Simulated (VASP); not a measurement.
## YSe (relaxed from the CsCl type structure, space group Pm-3m): computed properties

All values below come from r2SCAN meta-GGA, VASP's PBE PAW potentials (set 64) (plane waves; VASP).

```json
{
 "space_group": "Pm-3m (221)",
 "cell": "a = b = c = 3.5441 Å, α = β = γ = 90.00°",
 "volume_per_atom": "22.26 Å³/atom",
 "band gap (over mesh and band path)": "none (metal, semimetal or under 0.01 eV)",
 "density": "6.26 g/cm³"
}
```

```cif
data_SeY
_chemical_formula_sum 'Y1 Se1'
_space_group_name_H-M_alt 'Pm-3m'
_space_group_IT_number 221
_space_group_name_Hall '-P 4 2 3'
_cell_length_a 3.54409
_cell_length_b 3.54409
_cell_length_c 3.54409
_cell_angle_alpha 90.000
_cell_angle_beta 90.000
_cell_angle_gamma 90.000
loop_
_atom_site_label
_atom_site_type_symbol
_atom_site_symmetry_multiplicity
_atom_site_Wyckoff_symbol
_atom_site_fract_x
_atom_site_fract_y
_atom_site_fract_z
_atom_site_occupancy
Y1 Y 1 a 0.00000 0.00000 0.00000 1
Se1 Se 1 b 0.50000 0.50000 0.50000 1
```

The structure was generated: YSe was put into the CsCl type type (Pm-3m), which need not be its known phase. It was relaxed first, which changed the volume by -32 %. Symmetry was kept, so distortions that lower it aren't found. The electron count is odd and the run is not spin-polarised, which forces a metal.
